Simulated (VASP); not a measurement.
These are revTPSS meta-GGA, VASP's PBE PAW potentials (set 64) (plane waves; VASP) values and carry that method's errors.

The input files of a VASP run:

KPOINTS:
```
Automatic mesh
0
Gamma
5 5 3
0 0 0
```

### INCAR
```
! general
SYSTEM  = CdSe
PREC    = Accurate
ENCUT   = 520
LREAL   = .False.
LASPH   = .True.

! electronic loop
EDIFF   = 1E-6
NELM    = 100
ALGO    = Normal
LMAXMIX = 4
LMIXTAU = .True.

! smearing
ISMEAR  = 0
SIGMA   = 0.05

! functional
METAGGA = RTPSS

! ions
IBRION  = 2
NSW     = 60
ISIF    = 3
EDIFFG  = -0.02

! output
LWAVE   = .False.
LCHARG  = .False.
```

### POSCAR
```
CdSe
1
    2.1798151535    -3.7755503508     0.0000000000
    2.1798151535     3.7755503508     0.0000000000
   -0.0000000000     0.0000000000     7.0959429920
Cd Se
2 2
Direct
  0.6666670000   0.3333330000   0.4999901215
  0.3333330000   0.6666670000   0.9999901215
  0.6666670000   0.3333330000   0.8760098785
  0.3333330000   0.6666670000   0.3760098785
```

POTCAR, in this order: Cd Se (PBE.64 set). Program: vasp_std.

Output

OUTCAR:
```
 ion  position               nearest neighbor table
   1  0.667  0.333  0.500-   4 2.67   4 2.67   4 2.67   3 2.67
   2  0.333  0.667  1.000-   3 2.67   3 2.67   3 2.67   4 2.67
   3  0.667  0.333  0.876-   2 2.67   2 2.67   2 2.67   1 2.67
   4  0.333  0.667  0.376-   1 2.67   1 2.67   1 2.67   2 2.67
  LATTYP: Found a hexagonal cell.
 ALAT       =     4.3596300938
 C/A-ratio  =     1.6276479516
 Subroutine PRICEL returns:
 Original cell was already a primitive cell.
 Subroutine GETGRP returns: Found 12 space group operations
The static configuration has the point symmetry C_3v.
 The point group associated with its full space group is C_6v.
The dynamic configuration has the point symmetry C_3v.
 Subroutine INISYM returns: Found 12 space group operations
 Subroutine IBZKPT returns following result:
 Found     10 irreducible k-points:

 Following reciprocal coordinates:
            Coordinates               Weight
  0.000000  0.000000  0.000000      1.000000
  0.200000 -0.000000  0.000000      6.000000
  0.400000 -0.000000  0.000000      6.000000
  0.200000  0.200000  0.000000      6.000000
  0.400000  0.200000  0.000000      6.000000
...
```

OSZICAR:
```
       N       E                     dE             d eps       ncg     rms          rms(c)
DAV:   1     0.280920881275E+03    0.28092E+03   -0.17373E+04   440   0.148E+03
DAV:   2     0.399345445261E+02   -0.24099E+03   -0.23602E+03   488   0.350E+02
DAV:   3     0.270720261308E+02   -0.12863E+02   -0.12810E+02   530   0.812E+01
DAV:   4     0.269640605549E+02   -0.10797E+00   -0.10794E+00   482   0.750E+00
DAV:   5     0.269631498934E+02   -0.91066E-03   -0.91062E-03   524   0.638E-01    0.930E+00
DAV:   6     0.338347024759E+02    0.68716E+01   -0.82153E+00   440   0.411E+01    0.758E+00
DAV:   7     0.373366920508E+02    0.35020E+01   -0.22007E+00   470   0.148E+01    0.614E+00
DAV:   8     0.325027304494E+02   -0.48340E+01   -0.12351E+01   446   0.339E+01    0.843E+00
DAV:   9     0.374130501358E+02    0.49103E+01   -0.81438E+00   446   0.303E+01    0.102E+00
DAV:  10     0.372806688955E+02   -0.13238E+00   -0.20231E-01   500   0.417E+00    0.118E+00
DAV:  11     0.373187916454E+02    0.38123E-01   -0.74262E-03   466   0.933E-01    0.727E-01
DAV:  12     0.373654736665E+02    0.46682E-01   -0.10234E-01   440   0.335E+00    0.453E-01
DAV:  13     0.372288225721E+02   -0.13665E+00   -0.49843E-02   440   0.220E+00    0.278E-01
DAV:  14     0.372244252661E+02   -0.43973E-02   -0.10854E-03   518   0.329E-01    0.164E-01
DAV:  15     0.372256381027E+02    0.12128E-02   -0.10002E-03   440   0.290E-01    0.227E-01
DAV:  16     0.372228355411E+02   -0.28026E-02   -0.54542E-04   506   0.254E-01    0.165E-01
DAV:  17     0.372224181576E+02   -0.41738E-03   -0.29866E-04   452   0.159E-01    0.446E-02
DAV:  18     0.372224223013E+02    0.41437E-05   -0.41526E-05   470   0.623E-02    0.148E-02
DAV:  19     0.372224146350E+02   -0.76663E-05   -0.20164E-05   452   0.462E-02    0.233E-02
DAV:  20     0.372223707751E+02   -0.43860E-04   -0.44719E-05   440   0.544E-02    0.339E-02
DAV:  21     0.372223715606E+02    0.78549E-06   -0.87102E-07   364   0.824E-03
   1 F= 0.37222372E+02 E0= 0.37222372E+02  d E =0.372224E+02
```

**OUTCAR**
```
------------------------ aborting loop because EDIFF is reached ----------------------------------------
  FORCE on cell =-STRESS in cart. coord.  units (eV):
  Direction    XX          YY          ZZ          XY          YZ          ZX
  --------------------------------------------------------------------------------------
  Total        0.0002154      0.0002154     -0.0187236      0.0000000      0.0000000      0.0000000
  in kB        0.0029549      0.0029549     -0.2568385      0.0000000      0.0000000      0.0000000
  external PRESSURE =      -0.0836429 kB  Pullay stress =       0.0000000 kB
  volume of cell :      116.80
      direct lattice vectors                 reciprocal lattice vectors
     2.179815153 -3.775550351  0.000000000     0.229377248 -0.132431024  0.000000000
     2.179815153  3.775550351  0.000000000     0.229377248  0.132431024  0.000000000
     0.000000000  0.000000000  7.095942992     0.000000000  0.000000000  0.140925597
  FREE ENERGIE OF THE ION-ELECTRON SYSTEM (eV)
  ---------------------------------------------------
  free  energy   TOTEN  =        37.2223715606 eV

  energy  without entropy=       37.2223715606  energy(sigma->0) =       37.22237156

 reached required accuracy - stopping structural energy minimisation
```
(Selected blocks of OUTCAR.)

The compound is CdSe in the wurtzite structure. It was relaxed first. The start is the result of an earlier pass.
